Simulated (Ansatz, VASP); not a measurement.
# GaGe: VASP and Ansatz over several settings

```
Ge Ga
1.0
     0.00000    2.83869    2.83869
     2.83869    0.00000    2.83869
     2.83869    2.83869    0.00000
Ge Ga
1 1
Cartesian
  0.0000 0.0000 0.0000
  1.4193 1.4193 1.4193
```

Change from the starting cell: volume scaled by 0.94.

Single points on this cell with VASP 6.6.1 and Ansatz 0.2.0. Each row is one pair of runs. Alike in all rows: spin: off; k mesh: 8 × 8 × 8; smearing: fermi-dirac, width 0.05 eV; VASP's potentials, cutoff: VASP PAW PBE potentials, release 64 (Ge_d, Ga_d), 520 eV.

```tsv
level	Ansatz's potentials, cutoff	gap on the k mesh at the Fermi level (eV), VASP	gap on the k mesh at the Fermi level (eV), Ansatz	pressure (GPa), VASP	pressure (GPa), Ansatz
PBE	Ansatz PAW, 420 eV	none	none	3.8	3.8
PBE	Ansatz PAW earlier set, 1300 eV	none	none	3.8	3.8
PBE	JTH PAW, 3600 eV	none	none	3.8	3.9
PBE	SPMS NC, 925 eV	none	none	3.8	4.0
PBE	PseudoDojo standard (PBE files), 1088 eV	none	none	3.8	3.9
PBE	PseudoDojo stringent (PBE files), 1687 eV	none	none	3.8	3.8
PBE	Ansatz NC, 1088 eV	none	none	3.8	3.9
PBEsol	Ansatz PAW, 420 eV	none	none	0.8	0.8
```

Pressure (GPa): the two programs differ by at most 0.19.

A gap of «none» marks a metal or a gap that the smearing closes.

Caveats: the PAW data sets were made with another functional, which shifts forces and pressure a little (VASP); the PAW data sets come from PBE, with cores solved anew for the run's functional, which leaves a small shift of forces and pressure (Ansatz).
